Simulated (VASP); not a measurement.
A cell of HoSi (space group Cmcm) near equilibrium:

```
HoSi
1.0
    2.09747    -5.18919     0.00000
    2.09747     5.18919     0.00000
    0.00000     0.00000     3.79089
Ho Si
2 2
Direct
  0.14021   0.85979   0.25000
  0.85979   0.14021   0.75000
  0.42322   0.57678   0.25000
  0.57678   0.42322   0.75000
```

Calculation: PBEsol GGA, VASP's PBE PAW potentials (set 64) (plane waves; VASP 6.6.1).

The 4f electrons are frozen in the core of the lanthanide potential, so 4f levels, which can set the real gap, and their magnetism are missing.

| run | ΔE (meV/atom) | σxx | σyy | σzz | largest shear component, with its sign (GPa) | largest force (eV/Å) |
|---|---|---|---|---|---|---|
| as it is | 0.0 | 0.17 | 0.16 | -0.54 | 0.00 | 0.055 |
| after one change | 5.8 | 3.43 | 3.36 | 2.71 | 0.00 | 0.105 |
Stress is in GPa, positive when the cell is compressed.

Task: Which change was made?
A) atom 3 (Si) moved by -0.100 Å along z
B) isotropic strain of -1.0 %
C) biaxial strain of +3.0 % in the xy plane
D) atom 3 (Si) moved by -0.100 Å along x

Result: B, isotropic strain of -1.0 %

The structure comes from a computed database's HoSi entry (Cmcm); how it stands against other phases isn't given here.
